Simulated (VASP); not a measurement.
All values below come from r2SCAN meta-GGA, VASP's PBE PAW potentials (set 64) (plane waves; VASP).

VASP ran on this input.

File KPOINTS:
```
Automatic
0
G
 8 8 4
```

INCAR:
```
SYSTEM = Ge
PREC = Accurate
ENCUT = 400
EDIFF = 1E-6
NELM = 100
ALGO = Normal
LREAL = .FALSE.
LASPH = .TRUE.
ISMEAR = 1
SIGMA = 0.1
METAGGA = R2SCAN
LMIXTAU = .TRUE.
LMAXMIX = 4
LWAVE = .FALSE.
LCHARG = .FALSE.
IBRION = 2
ISIF = 3
NSW = 60
EDIFFG = -0.02
```

**POSCAR**
```
Ge
1
    3.9918978710     0.0000000000    -0.0000000000
   -1.9959489355     3.4570844738    -0.0000000000
    0.0000000000     0.0000000000     6.5783375570
Ge
4
Direct
  0.6666670000   0.3333330000   0.0629374565
  0.3333330000   0.6666670000   0.9370625435
  0.3333330000   0.6666670000   0.5629374565
  0.6666670000   0.3333330000   0.4370625435
```

POTCAR, in this order: Ge_d (PBE.64 set). Program: vasp_std.

Output

OUTCAR:
```
 ion  position               nearest neighbor table
   1  0.667  0.333  0.063-   2 2.45   2 2.45   2 2.45   4 2.46
   2  0.333  0.667  0.937-   1 2.45   1 2.45   1 2.45   3 2.46
   3  0.333  0.667  0.563-   4 2.45   4 2.45   4 2.45   2 2.46
   4  0.667  0.333  0.437-   3 2.45   3 2.45   3 2.45   1 2.46
  LATTYP: Found a hexagonal cell.
 ALAT       =     3.9918978710
 C/A-ratio  =     1.6479223090
 Subroutine PRICEL returns:
 Original cell was already a primitive cell.
 Subroutine GETGRP returns: Found 24 space group operations
The static configuration has the point symmetry D_3d.
 The point group associated with its full space group is D_6h.
The dynamic configuration has the point symmetry D_3d.
 Subroutine INISYM returns: Found 24 space group operations
 Subroutine IBZKPT returns following result:
 Found     30 irreducible k-points:

 Following reciprocal coordinates:
            Coordinates               Weight
  0.000000  0.000000  0.000000      1.000000
  0.125000  0.000000  0.000000      6.000000
  0.250000  0.000000  0.000000      6.000000
  0.375000  0.000000  0.000000      6.000000
  0.500000  0.000000  0.000000      3.000000
...
```

File OSZICAR:
```
       N       E                     dE             d eps       ncg     rms          rms(c)
DAV:   1     0.420302550450E+03    0.42030E+03   -0.26201E+04  2253   0.421E+03
DAV:   2     0.168695004141E+02   -0.40343E+03   -0.39766E+03  1980   0.780E+02
DAV:   3    -0.571721589075E+02   -0.74042E+02   -0.73514E+02  2321   0.208E+02
DAV:   4    -0.607224009010E+02   -0.35502E+01   -0.35447E+01  2206   0.550E+01
DAV:   5    -0.607984968132E+02   -0.76096E-01   -0.76084E-01  2338   0.871E+00    0.478E+00
DAV:   6    -0.578503559013E+02    0.29481E+01   -0.61239E-01  2118   0.111E+01    0.264E+00
DAV:   7    -0.524819317411E+02    0.53684E+01   -0.86910E-01  2028   0.704E+00    0.821E-01
DAV:   8    -0.541915345054E+02   -0.17096E+01   -0.31529E-01  2039   0.373E+00    0.529E-01
DAV:   9    -0.550890781842E+02   -0.89754E+00   -0.28815E-01  2035   0.262E+00    0.289E-01
DAV:  10    -0.553976623637E+02   -0.30858E+00   -0.16960E-01  2070   0.277E+00    0.184E-01
DAV:  11    -0.553975689721E+02    0.93392E-04   -0.41876E-03  2323   0.500E-01    0.185E-01
DAV:  12    -0.554013860010E+02   -0.38170E-02   -0.39605E-04  2152   0.121E-01    0.185E-01
DAV:  13    -0.553890481470E+02    0.12338E-01   -0.17071E-02  2049   0.836E-01    0.194E-01
DAV:  14    -0.553920939983E+02   -0.30459E-02   -0.14710E-02  2066   0.682E-01    0.233E-01
DAV:  15    -0.553979340563E+02   -0.58401E-02   -0.31204E-03  1987   0.286E-01    0.230E-01
DAV:  16    -0.553968340721E+02    0.11000E-02   -0.90993E-04  2032   0.235E-01    0.224E-01
DAV:  17    -0.553963391521E+02    0.49492E-03   -0.18226E-04  2170   0.109E-01    0.240E-01
DAV:  18    -0.553981764956E+02   -0.18373E-02   -0.36884E-04  1984   0.123E-01    0.266E-01
DAV:  19    -0.553982339340E+02   -0.57438E-04   -0.10582E-05  1854   0.225E-02    0.269E-01
DAV:  20    -0.553982263097E+02    0.76243E-05   -0.11134E-06  1329   0.866E-03    0.272E-01
DAV:  21    -0.553986066853E+02   -0.38038E-03   -0.13197E-04  2002   0.708E-02    0.218E-01
DAV:  22    -0.553987759797E+02   -0.16929E-03   -0.25429E-05  2224   0.397E-02    0.189E-01
DAV:  23    -0.553987588154E+02    0.17164E-04   -0.38938E-05  1984   0.494E-02    0.130E-01
DAV:  24    -0.553991975497E+02   -0.43873E-03   -0.15923E-04  2014   0.615E-02    0.815E-02
DAV:  25    -0.553992893201E+02   -0.91770E-04   -0.58661E-05  2072   0.555E-02    0.488E-02
DAV:  26    -0.553993436684E+02   -0.54348E-04   -0.22773E-05  2099   0.418E-02    0.169E-02
DAV:  27    -0.553993713667E+02   -0.27698E-04   -0.10194E-05  1504   0.270E-02    0.611E-03
DAV:  28    -0.553993694739E+02    0.18928E-05   -0.14572E-06  1440   0.130E-02    0.373E-03
DAV:  29    -0.553993728468E+02   -0.33729E-05   -0.35630E-07  1096   0.614E-03    0.169E-03
DAV:  30    -0.553993705364E+02    0.23104E-05   -0.56361E-07  1252   0.775E-03    0.579E-04
DAV:  31    -0.553993731400E+02   -0.26036E-05   -0.17878E-07  1004   0.319E-03    0.442E-04
DAV:  32    -0.553993722904E+02    0.84964E-06   -0.34223E-08   996   0.158E-03
   1 F= -.55399372E+02 E0= -.55399307E+02  d E =-.553994E+02
       N       E                     dE             d eps       ncg     rms          rms(c)
DAV:   1    -0.554040787679E+02   -0.47056E-02   -0.90038E-02  2360   0.397E+00    0.419E-01
DAV:   2    -0.554009588299E+02    0.31199E-02   -0.10183E-02  2312   0.160E+00    0.233E-01
DAV:   3    -0.553992072838E+02    0.17515E-02   -0.33311E-03  2559   0.829E-01    0.410E-02
DAV:   4    -0.553994236605E+02   -0.21638E-03   -0.99276E-04  2018   0.354E-01    0.246E-02
DAV:   5    -0.553994376988E+02   -0.14038E-04   -0.13030E-04  2031   0.968E-02    0.126E-02
DAV:   6    -0.553994709952E+02   -0.33296E-04   -0.48092E-05  1982   0.508E-02    0.443E-03
DAV:   7    -0.553994980316E+02   -0.27036E-04   -0.88761E-06  1526   0.244E-02    0.133E-03
DAV:   8    -0.553994799783E+02    0.18053E-04   -0.57546E-06  1510   0.190E-02    0.453E-04
DAV:   9    -0.553994926834E+02   -0.12705E-04   -0.12103E-06  1395   0.900E-03    0.313E-04
DAV:  10    -0.553994921547E+02    0.52878E-06   -0.88624E-08  1047   0.284E-03
   2 F= -.55399492E+02 E0= -.55399439E+02  d E =-.119864E-03
       N       E                     dE             d eps       ncg     rms          rms(c)
DAV:   1    -0.553999691084E+02   -0.47642E-03   -0.93735E-03  2344   0.127E+00    0.136E-01
DAV:   2    -0.553996525024E+02    0.31661E-03   -0.10717E-03  2310   0.520E-01    0.753E-02
DAV:   3    -0.553994737638E+02    0.17874E-03   -0.34575E-04  2559   0.268E-01    0.131E-02
DAV:   4    -0.553995054576E+02   -0.31694E-04   -0.10341E-04  2017   0.114E-01    0.789E-03
DAV:   5    -0.553994905171E+02    0.14940E-04   -0.13525E-05  1982   0.314E-02    0.408E-03
DAV:   6    -0.553995032631E+02   -0.12746E-04   -0.47423E-06  1502   0.158E-02    0.139E-03
DAV:   7    -0.553994966118E+02    0.66513E-05   -0.79947E-07  1282   0.734E-03    0.440E-04
DAV:   8    -0.553995027068E+02   -0.60950E-05   -0.63722E-07  1262   0.645E-03    0.145E-04
DAV:   9    -0.553994993610E+02    0.33458E-05   -0.17734E-07   998   0.343E-03    0.951E-05
DAV:  10    -0.553994997219E+02   -0.36090E-06   -0.13263E-08   993   0.114E-03
   3 F= -.55399500E+02 E0= -.55399443E+02  d E =-.127432E-03
```

**OUTCAR**
```
------------------------ aborting loop because EDIFF is reached ----------------------------------------
  FORCE on cell =-STRESS in cart. coord.  units (eV):
  Direction    XX          YY          ZZ          XY          YZ          ZX
  --------------------------------------------------------------------------------------
  Total        0.0031990      0.0031990     -0.0083586      0.0000000     -0.0000000      0.0000000
  in kB        0.0563621      0.0563621     -0.1472693      0.0000000     -0.0000000      0.0000000
  external PRESSURE =      -0.0115150 kB  Pullay stress =       0.0000000 kB
  volume of cell :       90.94
      direct lattice vectors                 reciprocal lattice vectors
     3.992307331  0.000000000 -0.000000000     0.250481718  0.144615708 -0.000000000
    -1.996153666  3.457439077  0.000000000    -0.000000000  0.289231416 -0.000000000
     0.000000000  0.000000000  6.587994456     0.000000000  0.000000000  0.151791263
 POSITION                                       TOTAL-FORCE (eV/Angst)
 -----------------------------------------------------------------------------------
      1.99616      1.15248      0.41404        -0.000000     -0.000000      0.007380
     -0.00000      2.30496      6.17395         0.000000      0.000000     -0.007380
     -0.00000      2.30496      3.70804         0.000000     -0.000000      0.007380
      1.99616      1.15248      2.87996        -0.000000      0.000000     -0.007380
 -----------------------------------------------------------------------------------
    total drift:                                0.000668     -0.000385      0.000304
  FREE ENERGIE OF THE ION-ELECTRON SYSTEM (eV)
  ---------------------------------------------------
  free  energy   TOTEN  =       -55.3994997219 eV

  energy  without entropy=      -55.3993282837  energy(sigma->0) =      -55.39944258

 reached required accuracy - stopping structural energy minimisation
```
(Selected blocks of OUTCAR.)

### CONTCAR
```
Ge
   1.00000000000000
     3.9923073313356445    0.0000000000000000   -0.0000000000000000
    -1.9961536656678223    3.4574390767011747    0.0000000000000000
     0.0000000000000000    0.0000000000000000    6.5879944560647452
  Ge
     4
Direct
     0.6666669999999968    0.3333330000000032    0.0628479880634011
     0.3333330000000032    0.6666669999999968    0.9371520119365989
     0.3333330000000032    0.6666669999999968    0.5628479880634011
     0.6666669999999968    0.3333330000000032    0.4371520119365989
```

### OUTCAR
```
 val. band max:        4.9355542405   @ k =   0.0000   0.0000   0.0000

 cond. band min:       5.0084728729   @ k =   0.0000   0.0000   0.0000


 Fermi energy:         4.9831974689

 k-point     1 :       0.0000    0.0000    0.0000
  band No.  band energies     occupation
      1     -20.7603      2.00000
      2     -20.7603      2.00000
      3     -20.7215      2.00000
      4     -20.7197      2.00000
      5     -20.7196      2.00000
      6     -20.7078      2.00000
      7     -20.6924      2.00000
      8     -20.6924      2.00000
      9     -20.6366      2.00000
     10     -20.6366      2.00000
     11     -20.5036      2.00000
     12     -20.5036      2.00000
     13     -20.4957      2.00000
     14     -20.4794      2.00000
     15     -20.4743      2.00000
     16     -20.4743      2.00000
     17     -20.4489      2.00000
     18     -20.4488      2.00000
     19     -20.4229      2.00000
     20     -20.4229      2.00000
     21      -8.5228      2.00000
     22      -6.3703      2.00000
     23      -3.0816      2.00000
     24       3.2452      2.00000
     25       3.2452      2.00000
     26       4.6499      2.00003
     27       4.9355      1.71390
     28       4.9356      1.71376
     29       5.0085      0.58698
     30       5.2224     -0.00369
     31       7.2331      0.00000
     32       7.2332      0.00000
     33       7.7470      0.00000

 k-point     2 :       0.1250    0.0000    0.0000
  band No.  band energies     occupation
      1     -20.7698      2.00000
      2     -20.7635      2.00000
      3     -20.7306      2.00000
      4     -20.7252      2.00000
      5     -20.7196      2.00000
      6     -20.6963      2.00000
      7     -20.6840      2.00000
      8     -20.6753      2.00000
      9     -20.6282      2.00000
     10     -20.6249      2.00000
     11     -20.5188      2.00000
     12     -20.5184      2.00000
     13     -20.5125      2.00000
     14     -20.4844      2.00000
     15     -20.4698      2.00000
...
```

The structure comes from a computed database's Ge entry (P6_3/mmc); how it stands against other phases isn't given here. This run relaxes it. Symmetry was kept, so distortions that lower it aren't found. The start is the result of an earlier pass.
